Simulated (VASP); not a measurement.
Energy against volume of SiC (zinc blende). These are LDA (Ceperley-Alder, Perdew-Zunger), VASP's LDA PAW potentials (set 64) (plane waves; VASP 6.6.1) values and carry that method's errors. Numerical set-up: 520 eV cut-off, 10×10×10 Γ-centred mesh, Gaussian smearing of 0.050 eV, potentials Si C.

```tsv
V (Å³/atom)	E (eV/atom)
9.854	-8.31431
10.159	-8.32128
10.464	-8.31519
10.768	-8.29778
```

Task: Fit these four points and predict the energy of the run at 9.549 Å³/atom.

Result: A cubic in V^(−2/3), the third-order Birch-Murnaghan form, passes through the four points with V0 = 10.16 Å³/atom and B0 = 228 GPa, and gives -8.2924 eV/atom there. The run gave -8.2922 eV/atom, +0.2 meV/atom from the fit; all five points give B0 = 228 GPa.

The compound is SiC in the zinc blende structure. It was relaxed first.
